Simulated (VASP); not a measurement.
Input of a VASP 6.6.1 run:

File INCAR:

```
PREC = Accurate ; ENCUT = 520
EDIFF = 1E-6 ; ISMEAR = 0
SIGMA = 0.1 ; LREAL = Auto
LASPH = True ; NELM = 100
ALGO = Fast ; ISIF = 2
LWAVE = False ; LCHARG = False
LDIPOL = True ; IDIPOL = 3
DIPOL = 0.5 0.5 0.297 ; GGA = PE
NBANDS = 40
```

File KPOINTS:

```
Automatic mesh
0
Gamma
  5 4 1
```

File POSCAR:

```
Al8H
1.0
    5.7143028096      0.0000000000      0.0000000000
    0.0000000000      8.0812445328      0.0000000000
    0.0000000000      0.0000000000     22.2437981863
Al H
16 2
Direct
    0.2500000000      0.2500000000      0.1798254042
    0.2500000000      0.7500000000      0.1798254042
    0.7500000000      0.2500000000      0.1798254042
    0.7500000000      0.7500000000      0.1798254042
    0.0000000000      0.0000000000      0.2440489550
    0.0000000000      0.5000000000      0.2440489550
    0.5000000000      0.0000000000      0.2440489550
    0.5000000000      0.5000000000      0.2440489550
    0.2500000000      0.2500000000      0.3102692916
    0.2500000000      0.7500000000      0.3102692916
    0.7500000000      0.2500000000      0.3102692916
    0.7500000000      0.7500000000      0.3102692916
    0.0000000000      0.0000000000      0.3706110853
    0.0000000000      0.5000000000      0.3706110853
    0.5000000000      0.0000000000      0.3706110853
    0.5000000000      0.5000000000      0.3706110853
    0.7500000000     -0.0464037437      0.4627716049
    0.7500000000      0.0464037437      0.4627716049
```

Potentials or basis: VASP PAW PBE potentials, release 64 (Al, H).

Run with:

```bash
$ cat potpaw_PBE.64/Al/POTCAR potpaw_PBE.64/H/POTCAR > POTCAR
$ mpirun -np 1 vasp_std > vasp.out
```

Task: Estimate the band gap on the k mesh.

Result: None (metal or under the smearing width).

Task: What does it give for the largest force?

Result: 0.595 eV/Å.

Forces in eV/Å, atoms in the order of the input:
```
Al   0.000  0.035  0.144
Al   0.000 -0.035  0.144
Al   0.000 -0.013  0.210
Al   0.000  0.013  0.210
Al   0.078  0.000 -0.233
Al   0.049  0.000 -0.198
Al  -0.078  0.000 -0.233
Al  -0.049  0.000 -0.198
Al   0.000 -0.020 -0.095
Al   0.000  0.020 -0.095
Al   0.000 -0.099  0.087
Al   0.000  0.099  0.087
Al   0.360  0.000 -0.473
Al   0.015  0.000  0.009
Al  -0.360  0.000 -0.473
Al  -0.015  0.000  0.009
H    0.000 -0.129  0.549
H    0.000  0.129  0.549
```
